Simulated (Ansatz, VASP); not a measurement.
# Si in two plane-wave programs

Wanted: the spread between two codes on one cell, functional and k mesh. Of the first pair: The structure shown is frame 62 of Ansatz's trajectory.

Method: plane waves, with VASP 6.6.1 beside it; single point at PBE, in Ansatz 0.2.0.

**1. The starting structure**

The cell holds 96 atoms: 96 Si. Its edges and angles: a = 12.032 Å, b = 12.032 Å, c = 12.032 Å, α = 90.0°, β = 90.0°, γ = 90.0°. As first built, before any earlier steps moved the atoms (in the runner's words): 96 atoms (96 Si) placed at random at 2.57 g/cm^3, melted at 2500 K for 20 ps at fixed volume with the modified Tersoff potential (Kumagai, Izumi, Hara and Sakai, Comput. Mater. Sci. 39, 457 (2007)). Snapshot at the end of a hold of 20 ps at 1770 K and fixed volume.

**2. Ansatz: dynamics, PBE**

Ansatz runs on its default PAW (the set named soft_2) files.

One frame of this run of dynamics is then solved in both programs, so the motion causes no difference.

Input file input.yaml:

```yaml
crystal:
  lattice:
    - [12.0324, 0.0, 0.0]
    - [0.0, 12.0324, 0.0]
    - [0.0, 0.0, 12.0324]
  atoms:
    - { symbol: Si, position: [0.75065, 0.13959, 0.77112] }
    - { symbol: Si, position: [0.88281, 0.73485, 0.70473] }
    - { symbol: Si, position: [0.82458, 0.13377, 0.56713] }
    - { symbol: Si, position: [0.48465, 0.42494, 0.83454] }
    - { symbol: Si, position: [0.66126, 0.00768, 0.57248] }
    - { symbol: Si, position: [0.1625, 0.37775, 0.9759] }
    - { symbol: Si, position: [0.4157, 0.40863, 0.15721] }
    - { symbol: Si, position: [0.94146, 0.16924, 0.86894] }
    - { symbol: Si, position: [0.87933, 0.79045, 0.91182] }
    - { symbol: Si, position: [0.47222, 0.70753, 0.3204] }
    - { symbol: Si, position: [0.07775, 0.84916, 0.98424] }
    - { symbol: Si, position: [0.89076, 0.60689, 0.40247] }
    - { symbol: Si, position: [0.08027, 0.12339, 0.15464] }
    - { symbol: Si, position: [0.25525, 0.71166, 0.13852] }
    - { symbol: Si, position: [0.01387, 0.55627, 0.15976] }
    - { symbol: Si, position: [0.91437, 0.88478, 0.11188] }
    - { symbol: Si, position: [0.42539, 0.04253, 0.78485] }
    - { symbol: Si, position: [0.44841, 0.14653, 0.58347] }
    - { symbol: Si, position: [0.5148, 0.10624, 0.39179] }
    - { symbol: Si, position: [0.57186, 0.01522, 0.21594] }
    - { symbol: Si, position: [0.24363, 0.52806, 0.15881] }
    - { symbol: Si, position: [0.79686, 0.76454, 0.21044] }
    - { symbol: Si, position: [0.9872, 0.21504, 0.68617] }
    - { symbol: Si, position: [0.77108, 0.85488, 0.45682] }
    - { symbol: Si, position: [0.93287, 0.78511, 0.35088] }
    - { symbol: Si, position: [0.69949, 0.42295, 0.97119] }
    - { symbol: Si, position: [0.48756, 0.37403, 0.6573] }
    - { symbol: Si, position: [0.8809, 0.34365, 0.97257] }
    - { symbol: Si, position: [0.09387, 0.92684, 0.62982] }
    - { symbol: Si, position: [0.37093, 0.9718, 0.96047] }
[... 60 atom lines left out ...]
    - { symbol: Si, position: [0.23059, 0.1008, 0.30201] }
    - { symbol: Si, position: [0.84271, 0.42621, 0.76204] }
    - { symbol: Si, position: [0.05525, 0.60297, 0.66123] }
    - { symbol: Si, position: [0.20904, 0.02984, 0.78681] }
    - { symbol: Si, position: [0.48955, 0.36224, 0.4137] }
    - { symbol: Si, position: [0.29654, 0.28654, 0.68113] }
kpoints:
  mp_grid: { grid: [1, 1, 1] }
hamiltonian:
  xc: pbe
scf:
  occupations: { method: gaussian, width: 0.05 }
output:
  forces: true
md:
  timestep: 2.0
  n_steps: 186
  ensemble: nvt_langevin
  temperature: 300
  initial_velocities: maxwell_boltzmann
  seed: 3681
```

Command:

```
$ ansatz run input.yaml --threads 4 --pin off --max-ram 8192MiB --backend cpu --events-out ev --progress --plain --runs-dir out
```

Numbers of over 12 decimals in the logs are rounded to 6 here.

What it wrote:

```text
Warning: md: disabling space-group detection — thermal motion breaks the input geometry's symmetry, so no spatial operation reduces the k-mesh or symmetrises the density; time reversal is kept, so that k and −k are solved as one point where they differ and the mesh holds both, and exact exchange and, on two spinor components, a DFT+U term hold to it where the run has them: on two components no moment then forms, and  [...]
Engine: ansatz 0.2.0, aarch64-unknown-linux-gnu
Pseudopotentials: kind: paw
Pseudopotential: Si, paw, valence charge 4, recommended cutoff 420 eV (normal), Si.paw.azcp
Functional definition: PBE
  parameter kappa = 0.804
  parameter beta = 0.066725
  exchange = pbe_x(kappa = kappa, mu = beta*pi^2/3)
  correlation = pbe_c(beta = beta)
Crystal: 96 atoms, lattice volume = 1742.035 Å³
Basis set: ecut = 420 eV, 34049 PW (Γ), exchange–correlation on 162×162×162 points (8 copies of the dense FFT grid, shifted against one another)
Bands: 288, of which v1, the nominal top of the filled ones, is band 192 counted from 1 (191 counted from 0)
Symmetry: 1 space group operations
k-points: 1
Non-local potential: Si, projectors of the file, l = 0: 2, l = 1: 2, l = 2: 2
PAW form: soft (Blöchl's): semilocal exchange-correlation on the pseudo side does not see the compensation charge
PAW one-centre angular grid: Si, 110 points (default); XC on 64 Gauss nodes
Initial density: superposition of atomic densities (neutral atoms: chi_scale 0, normalization atom), corrected by the library's trained network
Initial wavefunctions: pseudopotential atomic-orbital guess
Functional: x = pbe(κ = 0.804, μ = 0.219515), c = pbe(β = 0.066725)
SCF iter   1: F=—  HF=-60985.682543 eV  |F-HF|=—  |Δ(HF+E_count)|=         —  Δρ=5.10e-3  dr2=1.72e0  ethr=1.77e-3  ⟨swp⟩=6.0  Hψ=1355  notcnv=0  defer=42
preconditioner: auto → Kerker (q_TF=auto, 2.120 Å⁻¹)  [metal: Δε(μ)=0.091 eV  Ē_g=7.460 eV  σ=0.050 eV  W_gap=0.50  n_scr=256 (ndim 8)  ℏωp=17.4 eV  f_vac=0.000  D(μ)=57.99/eV (n_scr^D=460)]
SCF iter   2: F=—  HF=-60985.521834 eV  |F-HF|=—  |Δ(HF+E_count)|=   1.61e-1  Δρ=2.86e-3  dr2=4.40e-1  ethr=4.47e-4  ⟨swp⟩=1.0  Hψ=332  notcnv=0  defer=47
SCF iter   3: F=—  HF=-60985.463905 eV  |F-HF|=—  |Δ(HF+E_count)|=   5.79e-2  Δρ=4.80e-4  dr2=8.20e-3  ethr=1.14e-4  ⟨swp⟩=3.0  Hψ=414  notcnv=0  defer=47
SCF iter   4: F=—  HF=-60985.463837 eV  |F-HF|=—  |Δ(HF+E_count)|=   6.81e-5  Δρ=1.51e-4  dr2=1.37e-3  ethr=2.13e-6  ⟨swp⟩=2.0  Hψ=394  notcnv=0  defer=47
SCF iter   5: F=—  HF=-60985.463977 eV  |F-HF|=—  |Δ(HF+E_count)|=   1.40e-4  Δρ=5.40e-5  dr2=1.88e-4  ethr=3.57e-7  ⟨swp⟩=3.0  Hψ=411  notcnv=0  defer=47
SCF iter   6: F=—  HF=-60985.464040 eV  |F-HF|=—  |Δ(HF+E_count)|=   6.34e-5  Δρ=2.00e-5  dr2=2.99e-5  ethr=4.89e-8  ⟨swp⟩=3.0  Hψ=450  notcnv=0  defer=47
SCF iter   7: F=—  HF=-60985.464593 eV  |F-HF|=—  |Δ(HF+E_count)|=   5.53e-4  Δρ=7.98e-6  dr2=3.50e-6  ethr=7.79e-9  ⟨swp⟩=2.0  Hψ=409  notcnv=0  defer=81
SCF iter   8: F=—  HF=-60985.464594 eV  |F-HF|=—  |Δ(HF+E_count)|=   1.21e-6  Δρ=2.66e-6  dr2=4.48e-7  ethr=9.12e-10  ⟨swp⟩=2.0  Hψ=324  notcnv=0  defer=81
SCF iter   9: F=-60985.464594 eV  HF=-60985.464595 eV  |F-HF|=1.37e-8  |Δ(HF+E_count)|=   1.35e-7  Δρ=9.42e-7  dr2=5.26e-8  ethr=2.50e-11  ⟨swp⟩=4.0  Hψ=872  notcnv=0
SCF 1 converged in 9 iterations: F = -60985.464594 eV  dr2 = 5.26e-8
  greatest PAW one-centre occupation: 0.686 electrons in one spin orbital (limit 2), on the Si atom at site 60 (counted from 0), in its partial waves of l = 0
md step     0: t =     0.00 fs  T =   296.9 K  F+E_penalty+E_count = -60985.46459449 eV  E_kin = 3.683910 eV  (9 SCF iters)
Initial density: handed on by an earlier stage of this run
Initial wavefunctions: those handed on with the density
iter 1 solved again at ethr=6.09e-6 eV; its pass at ethr=3.10e-3 eV (dr2=2.34e-2 eV) is discarded
SCF iter   1: F=—  HF=-60985.448357 eV  |F-HF|=—  |Δ(HF+E_count)|=         —  Δρ=9.51e-4  dr2=3.15e-2  ethr=6.09e-6  ⟨swp⟩=7.0  Hψ=1470  notcnv=0  defer=1
preconditioner: auto → Kerker (q_TF=auto, 2.120 Å⁻¹)  [metal: Δε(μ)=0.074 eV  Ē_g=7.456 eV  σ=0.050 eV  W_gap=0.50  n_scr=256 (ndim 8)  ℏωp=17.4 eV  f_vac=0.000  D(μ)=64.79/eV (n_scr^D=484)]
SCF iter   2: F=—  HF=-60985.443139 eV  |F-HF|=—  |Δ(HF+E_count)|=   5.22e-3  Δρ=5.15e-4  dr2=8.00e-3  ethr=6.09e-6  ⟨swp⟩=1.0  Hψ=288  notcnv=0
preconditioner: auto → Resta (q_TF=auto, 2.120 Å⁻¹)  ε∞=6.5  [insulator: Δε(μ)=0.074 eV  Ē_g=7.456 eV  σ=0.050 eV  W_gap=0.50  n_scr=256 (ndim 8)  ℏωp=17.4 eV  f_vac=0.000  D(μ)=64.93/eV (n_scr^D=484)  ε∞_Penn≈6.5]
[...]
SCF converged after 6 iterations
Free energy (F): -61001.919606 eV
Harris-Foulkes:  -61001.919606 eV  (|F-HF|=1.81e-8)
Internal energy: -61001.885935 eV  (E = F + TS)
E sigma→0 (E₀):  -61001.902771 eV
Entropy (-TS):   -0.033671 eV (-0.351 meV/atom)
Fermi energy:    7.597563 eV
--- Per-component energies (eV) ---
  E_band       = 844.720394
  E_kinetic    = 3869.718661
  E_local      = -2161.166385  (includes V_loc(G=0)·N_el)
  E_nonlocal   = 2478.836080
  E_hartree    = 688.716911
  E_xc         = -5313.639230
  E_vxc        = -4507.174116  (∫ρ·V_xc dr)
  E_paw        = -49200.425498  (= ΣΔE_a)
  E_vpaw       = -212.926128  (= ΣTr[D̂ρ^β])
  E_aug_tail   = 0.000630  (compensation charges beyond the density's cutoff)
  E_ewald      = -11363.927104
  E_smearing   = -0.033671  (= −TS)
  E_closure    = -0.000000  (closes the sum)
  Σ components = -61001.919606   (vs F -61001.919606, Δ=0.00e0)
--- Forces (eV/Å), atoms counted from 1 ---
  atom   1  Si    -0.24412896     0.11052433    -0.80496606
  atom   2  Si    -0.56470988    -0.01138554     0.61641661
  atom   3  Si     0.60660971     0.24724686     0.80201523
  atom   4  Si    -0.56977618     0.13549009    -0.16075739
  atom   5  Si    -0.45752576    -0.66910997     0.39791973
  atom   6  Si     0.69963506    -0.23813445     0.18302901
  atom   7  Si     0.41316989    -0.11673762     0.95658319
  atom   8  Si     0.07063524     0.35694301     0.31434335
  atom   9  Si    -0.75888717    -0.45484975    -0.42533051
  atom  10  Si    -0.57659604    -0.29185547    -0.02598907
  atom  11  Si     1.12049886    -0.71060088    -0.30590403
  atom  12  Si     0.47609313     0.03927189     0.29170766
  atom  13  Si     0.05480717     0.19144988    -0.04527725
  atom  14  Si     0.15260885     0.51258325     0.23340751
  atom  15  Si     0.27793788     0.05925020     0.38923662
  atom  16  Si     0.07258577    -0.03850150     0.81768060
  atom  17  Si    -0.16344939    -0.08208466     1.10226116
  atom  18  Si     0.42685868     0.80758981    -0.63170941
  atom  19  Si    -0.31908913    -0.26366359     0.52545159
  atom  20  Si    -0.04234479     0.71969462    -0.20107063
  atom  21  Si    -0.59696494     0.08376910     0.42081375
  atom  22  Si    -0.86377081    -0.07719026     0.50719278
  atom  23  Si    -0.22979347    -0.25336636    -0.84530406
  atom  24  Si    -0.18672539     0.69171042     0.97134400
[...]
atom  89  Si     0.46443450    -0.77152598    -1.33279335
  atom  90  Si    -0.54463743    -0.48178446    -0.35286966
  atom  91  Si    -0.29789953     1.49936748    -0.00145733
  atom  92  Si    -0.01826538    -0.41778169     0.56953847
  atom  93  Si     0.42164088    -0.14316557    -0.05893667
  atom  94  Si     0.60692535    -0.43370057     0.10299843
  atom  95  Si     0.65100560     0.81641282     0.93561463
  atom  96  Si    -0.19142233    -0.93541106     0.15015708
  max |Σ_I F_I| component: 6.35e-5 eV/Å
--- Band table (eV) ---
  k-point 0: bands = [... 188 lower, 7.2581, 7.3073, 7.3288, 7.5616, 7.6335, 7.7261, 7.8014, 7.8288, ... 92 higher]
--- MD trajectory: 186 steps, t = 0.0 → 372.0 fs ---
  final state: T = 409.1 K   F+E_penalty+E_count = -61001.91960620 eV   E_kin = 5.075922 eV
```

The column dr2 measures how far the density is from self-consistency, as an energy; F and HF (Harris–Foulkes) agree once it is small.

**3. VASP: single point, PBE, pair 1**

The same cell, functional, mesh and smearing now go to VASP, with its own data sets.

Lines of VASP's logs that name or quote its potential files are left out, and so is its time.

Input file INCAR:

```
SYSTEM = Si
PREC = Accurate
ENCUT = 400
EDIFF = 1E-06
NELM = 120
ISMEAR = 0
SIGMA = 0.05
LREAL = Auto
ALGO = Normal
GGA = PE
NBANDS = 264
LORBIT = 11
LWAVE = .FALSE.
LCHARG = .FALSE.
ISIF = 2
LASPH = .TRUE.
GGA_COMPAT = .FALSE.
NCORE = 2
```

Input file POSCAR:

```
Si
1.0
   12.0324000000      0.0000000000      0.0000000000
    0.0000000000     12.0324000000      0.0000000000
    0.0000000000      0.0000000000     12.0324000000
Si
96
Direct
    0.7512466341      0.1424404109      0.7900086433
    0.8733585985      0.7647933912      0.6994863868
    0.8391758918      0.1526711213      0.5894418404
    0.5301685449      0.4626342209      0.8815697616
    0.6790748313      0.0212509558      0.5561733320
    0.1402546458      0.2954689006      0.9559522622
    0.4296565939      0.4008261029      0.1446012433
    0.9312356637      0.1667830192      0.9048568864
    0.8533875204      0.8061733320      0.8944267145
    0.4833948339      0.6859146970      0.3240417539
    0.0485439314      0.8333416442      0.9650194475
    0.8992719657      0.5779894285      0.4195505469
    0.0587580200      0.0987749742      0.1429224427
    0.2526179316      0.7262474652      0.1156876434
    0.0132891194      0.5486685948      0.1927296300
    0.9037182939      0.9076410359      0.0886356837
    0.4483976597      0.0405322296      0.7674030119
    0.4198746717      0.1258767993      0.5748395997
    0.5555084605      0.1274558692      0.4285263123
    0.5673348625      0.9846414680      0.2186346863
    0.2213440378      0.5087264386      0.1499950135
    0.8035803331      0.7714587281      0.1937684917
    0.9876998770      0.1797147701      0.7242029853
    0.7544297065      0.8537947542      0.4664987866
    0.9422725308      0.7723147502      0.3453010206
    0.7091353346      0.4215036069      0.9667564243
    0.4765300356      0.3565622818      0.6134935674
    0.8946344869      0.3448771650      0.9701389581
    0.1019996011      0.9303048436      0.6445181344
    0.3758352448      0.9898108441      0.0331272232
[... 60 atom lines left out ...]
    0.2157674279      0.1105348891      0.2922027193
    0.8551411190      0.4559356404      0.7254080649
    0.0242096340      0.6167015724      0.6695006815
    0.2330042219      0.0377148366      0.8012865264
    0.4290415877      0.3665104219      0.4175974868
    0.2986436621      0.2979787906      0.6979405605
```

Input file KPOINTS:

```
Automatic mesh
0
Gamma
1 1 1
0 0 0
```

PAW data sets: Si (PBE family, release 64).

Command:

```
$ mpirun -np 8 vasp_gam
```

What it wrote:

```text
[banner, memory and clock lines left out]
running    8 mpi-ranks, on    1 nodes
[...]
LDA part: xc-table for (Slater+PW92), standard interpolation
 POSCAR, INCAR and KPOINTS ok, starting setup
[...]
entering main loop
       N       E                     dE             d eps       ncg     rms          rms(c)
DAV:   1     0.160255674915E+04    0.16026E+04   -0.14423E+05   528   0.105E+03
DAV:   2    -0.267771102081E+03   -0.18703E+04   -0.17383E+04   672   0.196E+02
DAV:   3    -0.476669077921E+03   -0.20890E+03   -0.19897E+03   680   0.569E+01
DAV:   4    -0.483138398956E+03   -0.64693E+01   -0.63640E+01   632   0.115E+01
[...]
DAV:  14    -0.477300974621E+03   -0.14690E-04   -0.93324E-05   592   0.157E-02    0.179E-02
DAV:  15    -0.477300976883E+03   -0.22621E-05   -0.16490E-05   600   0.667E-03    0.769E-03
DAV:  16    -0.477300976791E+03    0.91593E-07   -0.31638E-06   440   0.294E-03
   1 F= -.47730098E+03 E0= -.47727915E+03  d E =-.436622E-01
```

Parts of OUTCAR (step 3):

```text
  Total      -16.1321166    -21.5811899      4.8251401      3.2842365     -5.1394211      2.8516639
  in kB      -14.8369677    -19.8485682      4.4377591      3.0205653     -4.7268084      2.6227213
  external PRESSURE =     -10.0825923 kB  Pullay stress =       0.0000000 kB

 POSITION                                       TOTAL-FORCE (eV/Angst)
 -----------------------------------------------------------------------------------
      9.03930      1.71390      9.50570        -0.431499      0.287654     -0.108968
     10.50860      9.20230      8.41650         0.771761      0.385770     -0.111070
     10.09730      1.83700      7.09240         0.153725     -0.235227      0.466168
      6.37920      5.56660     10.60740        -0.077463     -0.544944     -0.373351
      8.17090      0.25570      6.69210         0.246048     -0.420622      0.039309
      1.68760      3.55520     11.50240         0.106548      0.110294     -0.069045
      5.16980      4.82290      1.73990        -0.185718     -0.007147     -0.123370
     11.20500      2.00680     10.88760         0.003547     -0.093281      0.151306
     10.26830      9.70020     10.76210        -0.335941     -0.466155      0.344539
      5.81640      8.25320      3.89900         0.142069      0.202140      0.181917
      0.58410     10.02710     11.61150        -0.349001      0.056310      0.206430
     10.82040      6.95460      5.04820         1.028562      0.635582      0.137385
      0.70700      1.18850      1.71970         0.260030      0.107118     -0.243526
[...]
-----------------------------------------------------------------------------------
    total drift:                               -0.003042     -0.002574     -0.000733

  FREE ENERGIE OF THE ION-ELECTRON SYSTEM (eV)
  ---------------------------------------------------
  free  energy   TOTEN  =      -477.3009767911 eV

  energy  without entropy=     -477.2573145818  energy(sigma->0) =     -477.27914569

[... 3 further parts left out ...]
[key lines of the parts left out:]
E-fermi :   7.0975
```

The run ends at a pressure of -1.01 GPa, with forces up to 1.9 eV/Å.

**4. Comparison**

Known differences besides the potentials themselves: the cutoff is 420 eV in Ansatz and 400 eV in VASP (PREC = Accurate, projectors in real space). Total energies have different zeros and are not compared.

Forces on 9 of the 96 atoms, those with the largest forces and the largest differences (eV/Å; atoms numbered as in POSCAR):

| atom | Ansatz x, y, z | VASP x, y, z |
| --- | --- | --- |
| Si23 | 0.645, 0.774, -1.093 | 0.643, 0.777, -1.089 |
| Si27 | -1.833, -0.098, -0.504 | -1.832, -0.098, -0.501 |
| Si32 | 1.230, -0.706, 1.345 | 1.221, -0.705, 1.337 |
| Si49 | 0.808, 1.042, 0.942 | 0.804, 1.044, 0.941 |
| Si51 | -1.290, -1.230, 0.325 | -1.286, -1.226, 0.319 |
| Si64 | -0.346, -1.364, 0.668 | -0.347, -1.361, 0.667 |
| Si66 | 0.339, 0.945, 0.605 | 0.342, 0.935, 0.598 |
| Si83 | -0.128, 0.757, 0.340 | -0.128, 0.758, 0.330 |
| Si85 | 1.497, -0.283, 0.648 | 1.493, -0.284, 0.649 |

The forces differ by 3.1 meV/Å r.m.s., which is 0.6 % of the r.m.s. force of 0.496 eV/Å (both taken over all components).

**5. Ansatz: dynamics, PBE**

One frame of this run of dynamics is then solved in both programs, so the motion causes no difference.

The structure compared here is frame 124 of Ansatz's trajectory.

input.yaml is that of step 2.

Command:

```
$ ansatz run input.yaml --threads 4 --pin off --max-ram 8192MiB --backend cpu --events-out ev --progress --plain --runs-dir out
```

What it wrote:

```text
[...]
Crystal: 96 atoms, lattice volume = 1742.035 Å³
Basis set: ecut = 420 eV, 34049 PW (Γ), exchange–correlation on 162×162×162 points (8 copies of the dense FFT grid, shifted against one another)
Bands: 288, of which v1, the nominal top of the filled ones, is band 192 counted from 1 (191 counted from 0)
Symmetry: 1 space group operations
k-points: 1
[...]
atom  93  Si     0.42164088    -0.14316557    -0.05893667
  atom  94  Si     0.60692535    -0.43370057     0.10299843
  atom  95  Si     0.65100560     0.81641282     0.93561463
  atom  96  Si    -0.19142233    -0.93541106     0.15015708
  max |Σ_I F_I| component: 6.35e-5 eV/Å
--- Band table (eV) ---
  k-point 0: bands = [... 188 lower, 7.2581, 7.3073, 7.3288, 7.5616, 7.6335, 7.7261, 7.8014, 7.8288, ... 92 higher]
--- MD trajectory: 186 steps, t = 0.0 → 372.0 fs ---
[...]
[key lines of the parts left out:]
SCF converged after 6 iterations
Free energy (F): -61001.919606 eV
Fermi energy:    7.597563 eV
```

(Continued in part 2 of 2.)

[Lines on the potential files, build, host, timing and source positions are cut from VASP's logs without a mark.]

[Logs are printed without paths, hosts, clocks, repeated set-up lines and the standing remarks that a program may print on its own settings, such as how far it seeks lower states.]

[Hosts, paths, dates, database ids (printed as entryN), source tags and the programs' standing remarks are cut or masked in the printed files.]
